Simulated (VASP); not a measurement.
Zn2CdSeS2: relaxation of cell and atoms with PBE

Crystal: Zn2CdSeS2.

```xyz
6
Lattice="3.8640 0.0000 0.0000 -1.9320 3.3463 0.0000 0.0000 0.0000 9.4660" Properties=species:S:1:pos:R:3 pbc="T T T"
Zn    0.0000    2.2309    3.1550
Zn    1.9320    1.1154    6.3110
Cd    0.0000    0.0000    0.0000
Se    0.0000    0.0000    2.3665
S     1.9320    1.1154    8.6775
S     0.0000    2.2309    5.5215
```

The cell was built by a generator and needn't be a form met in nature.

```
Program                : VASP 6.6.1
Task                   : relaxation of cell and atoms
Functional             : PBE
Potentials or basis    : VASP PAW PBE potentials, release 64 (Zn, Cd, Se, S)
Cutoff                 : 520 eV
k mesh                 : 4 × 4 × 2
Occupations            : gaussian, width 0.15 eV
Spin                   : no spin polarisation
Further INCAR settings : PREC = Normal; ALGO = Fast; EDIFF = 0.0001; IBRION = 2; EDIFFG = -0.08; NSW = 24; ISIF = 3
```

```json
{
 "Relaxed volume": "23.29 Å³/atom",
 "Relaxed cell": "a = 4.041 Å, b = 4.041 Å, c = 9.883 Å, α = 90.00°, β = 90.00°, γ = 120.00°",
 "Space group after relaxing (to 0.05 Å)": "P3m1 (No. 156)",
 "Energy gained by relaxing": "158.1 meV/atom",
 "Ionic steps": "12",
 "Pressure after relaxing": "-0.1 GPa",
 "Largest force after relaxing": "0.029 eV/Å",
 "Band gap on the k mesh": "1.20 eV, direct"
}
```

Forces on the atoms (eV/Å):
```
Zn   0.000  0.000 -0.001
Zn   0.000  0.000  0.016
Cd   0.000  0.000 -0.004
Se   0.000  0.000 -0.029
S    0.000  0.000  0.002
S    0.000  0.000  0.017
```

Stress tensor (GPa, compression positive):
```
-0.20  0.00  0.00
 0.00 -0.20  0.00
 0.00  0.00 -0.03
```

Step by step:
```
step  energy change (eV)  largest force (eV/Å)  pressure (GPa)  volume (Å³)
   1              0.0000                2.2028           12.11       122.40
   2             -0.7063                0.5464           -2.96       151.78
   3             -0.8182                0.8230           -1.09       142.48
   4             -0.8176                0.8472           -0.53       141.80
   5             -0.8739                0.5579           -0.05       140.75
   6             -0.9086                0.5555            0.24       138.83
   7             -0.9397                0.2598            0.22       138.62
   8             -0.9427                0.1894            0.56       138.53
   9             -0.9473                0.0763           -0.62       140.51
  10             -0.9477                0.0964           -0.19       139.99
  11             -0.9477                0.1060           -0.03       139.94
  12             -0.9484                0.0293           -0.14       139.75
```

Final structure:
```yaml
crystal:
  lattice:
    - [4.04086, 0.00000, 0.00000]
    - [-2.02043, 3.49948, 0.00000]
    - [0.00000, 0.00000, 9.88302]
  atoms:
    - { symbol: Zn, position: [0.33333, 0.66667, 0.35027] }
    - { symbol: Zn, position: [0.66667, 0.33333, 0.65801] }
    - { symbol: Cd, position: [0.00000, 0.00000, 0.99432] }
    - { symbol: Se, position: [0.00000, 0.00000, 0.26434] }
    - { symbol: S, position: [0.66667, 0.33333, 0.89519] }
    - { symbol: S, position: [0.33333, 0.66667, 0.58787] }
```

Levels at points of the mesh, in eV from the valence-band top:
| k point | band 24 | band 25 | band 26 | band 27 | band 28 | band 29 | band 30 | band 31 |
| --- | --- | --- | --- | --- | --- | --- | --- | --- |
| (0.00, 0.00, 0.00) | -0.48 | -0.14 | 0.00 | 0.00 | 1.20 | 2.57 | 3.12 | 5.92 |
| (0.50, 0.00, 0.00) | -1.84 | -1.60 | -1.15 | -1.07 | 3.19 | 3.67 | 3.71 | 3.98 |
| (0.00, 0.00, 0.50) | -0.33 | -0.33 | -0.12 | -0.12 | 2.29 | 2.43 | 2.88 | 5.45 |
| (0.50, 0.00, 0.50) | -2.05 | -1.53 | -0.86 | -0.78 | 2.76 | 3.47 | 4.06 | 4.51 |

Wall time 63 s on 1 thread of Intel(R) Xeon(R) 6975P-C (Granite Rapids) (shared host), peak memory 0.2 GiB.

Caveat: the k mesh is coarse (spacing up to 0.47 Å⁻¹), so the values aren't converged; the relaxation stopped at a loose force limit of 0.08 eV/Å, so its end isn't a converged minimum. A hybrid or GW would open this gap; PBE tends to underestimate it.
